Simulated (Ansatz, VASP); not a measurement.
# One calculation of Na12CO, two programs

```xyz
14
Lattice="8.3906 0.0000 0.0000 0.0000 8.3906 0.0000 0.0000 0.0000 22.3453" Properties=species:S:1:pos:R:3 pbc="T T T"
Na    2.0977    2.0977    4.0000
Na    2.0977    6.2930    4.0000
Na    6.2930    2.0977    4.0000
Na    6.2930    6.2930    4.0000
Na    0.0000    0.0000    6.0977
Na    0.0000    4.1953    6.0977
Na    4.1953    0.0000    6.0977
Na    4.1953    4.1953    6.0977
Na    2.0977    2.0977    8.1953
Na    2.0977    6.2930    8.1953
Na    6.2930    2.0977    8.1953
Na    6.2930    6.2930    8.1953
C     4.1953    4.1953    9.4753
O     4.1953    4.1953   10.6253
```

Alike in both runs: task single point; functional PBE; k mesh 3 × 3 × 1; occupations gaussian, width 0.1 eV; no spin polarisation.

```csv
,VASP,Ansatz
version,VASP 6.6.1,Ansatz 0.2.0
potentials or method,"VASP PAW PBE potentials, release 64 (Na_pv, C, O)","scalar-relativistic, plane waves, PAW"
plane-wave cutoff (eV),520,420
valence electrons in the cell,94,118
```

|  | VASP | Ansatz | Ansatz less VASP |
| --- | --- | --- | --- |
| gap on the k mesh at the Fermi level (eV) | 0.23 | 0.23 | 0.000 |
| least direct gap on the mesh (eV) | 0.23 | 0.23 | 0.000 |
| rms of the force components (eV/Å) | 0.448 | 0.260 | -0.1885 |

Atom by atom the forces differ by 0.189 eV/Å (rms over components). The functional is the same, so the differences come from potentials, cutoffs and numerics. The two sets of potentials don't hold the same shells in valence.

Caveats: the standard files for N, O and F lose accuracy on very short bonds.
